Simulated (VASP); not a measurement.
An input for Ansatz (written as the equivalent of a VASP run, and not itself run):

Ansatz 0.2 input:
```yaml
crystal:
  lattice:
    - [0.0000000, 1.7930155, 1.7930155]
    - [1.7930155, 0.0000000, 1.7930155]
    - [1.7930155, 1.7930155, 0.0000000]
  atoms:
    - { symbol: C, position: [0.0000000, 0.0000000, 0.0000000] }
    - { symbol: C, position: [0.2500000, 0.2500000, 0.2500000] }
kpoints:
  mp_grid: { grid: [13, 13, 13] }
hamiltonian:
  xc: revpbe
  pseudopotentials: { kind: paw }
scf:
  occupations: { method: gaussian, width: 0.05 }
  max_iter: 100
output: { forces: true, stress: true, eigenvalues: true }
```

Problem. Write the VASP files for the same calculation (revPBE).

Solution. This is not unique; one that fits is 
POSCAR:
```
C
1.0
  0.0000000000   1.7930155025   1.7930155025
  1.7930155025   0.0000000000   1.7930155025
  1.7930155025   1.7930155025   0.0000000000
C
2
Cartesian
  0.0000000000   0.0000000000   0.0000000000
  0.8965077513   0.8965077513   0.8965077513
```

### KPOINTS
```
Automatic mesh
0
Gamma
13 13 13
0 0 0
```

### INCAR
```
! general
SYSTEM = C
PREC   = Accurate
ENCUT  = 520
LREAL  = F
LASPH  = T

! electronic loop
EDIFF  = 1E-7
NELM   = 100
ALGO   = Normal

! smearing
ISMEAR = 0
SIGMA  = 0.05

! functional
GGA    = RE

! ions
ISIF   = 2

! output
LWAVE  = F
LCHARG = F
```

POTCAR, in this order: C (PBE.64 set). Program: vasp_std.

Limits of the translation: each code has its own PAW files, so the cut-off isn't converted (ENCUT is set for VASP's; basis.ecutwfc is left out, and Ansatz then takes the one that its files recommend); Ansatz stops its SCF on the density residual and VASP on the energy change (EDIFF).

The compound is C in the diamond structure. It was relaxed first.
